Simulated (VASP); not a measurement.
The input files of a VASP run:

### POSCAR
```
CaPd5
1
    5.1470000000     0.0000000000     0.0000000000
   -2.5735000000     4.4574330000     0.0000000000
    0.0000000000     0.0000000000     4.2240000000
Ca Pd
1 5
Direct
  0.0000000000   0.0000000000   0.0000000000
  0.5000000000   0.0000000000   0.5000000000
  0.5000000000   0.5000000000   0.5000000000
  0.0000000000   0.5000000000   0.5000000000
  0.3333330000   0.6666670000   0.0000000000
  0.6666670000   0.3333330000   0.0000000000
```

KPOINTS:
```
Automatic mesh
0
Gamma
7 7 7
0 0 0
```

### INCAR
```
SYSTEM=CaPd5
PREC=Accurate; ENCUT=300; LREAL=.FALSE.
LASPH=.TRUE.
EDIFF=1E-6; NELM=100; ALGO=Normal
LMAXMIX=4
ISMEAR=-1; SIGMA=0.1
GGA=PS
ISIF=2
LWAVE=.FALSE.; LCHARG=.FALSE.
```

POTCAR, in this order: Ca_sv Pd (PBE.64 set). Program: vasp_std.

Problem. Translate this PBEsol calculation to Ansatz.

Solution. One equivalent input (not run):
Ansatz 0.2 input:
```yaml
crystal:
  lattice:
    - [5.1470000, 0.0000000, 0.0000000]
    - [-2.5735000, 4.4574330, 0.0000000]
    - [0.0000000, 0.0000000, 4.2240000]
  atoms:
    - { symbol: Ca, position: [0.0000000, 0.0000000, 0.0000000] }
    - { symbol: Pd, position: [0.5000000, 0.0000000, 0.5000000] }
    - { symbol: Pd, position: [0.5000000, 0.5000000, 0.5000000] }
    - { symbol: Pd, position: [0.0000000, 0.5000000, 0.5000000] }
    - { symbol: Pd, position: [0.3333330, 0.6666670, 0.0000000] }
    - { symbol: Pd, position: [0.6666670, 0.3333330, 0.0000000] }
kpoints:
  mp_grid: { grid: [7, 7, 7] }
hamiltonian:
  xc: pbesol
  pseudopotentials: { kind: paw }
scf:
  occupations: { method: fermi_dirac, width: 0.1 }
  max_iter: 100
output: { forces: true, stress: true, eigenvalues: true }
```
What does not carry over: each code has its own PAW files, so the cut-off isn't converted (ENCUT is set for VASP's; basis.ecutwfc is left out, and Ansatz then takes the one that its files recommend); Ansatz stops its SCF on the density residual and VASP on the energy change (EDIFF).

The structure comes from a measured CaPd5 entry of the Crystallography Open Database, whose conditions weren't checked. The cell was not relaxed at this level.
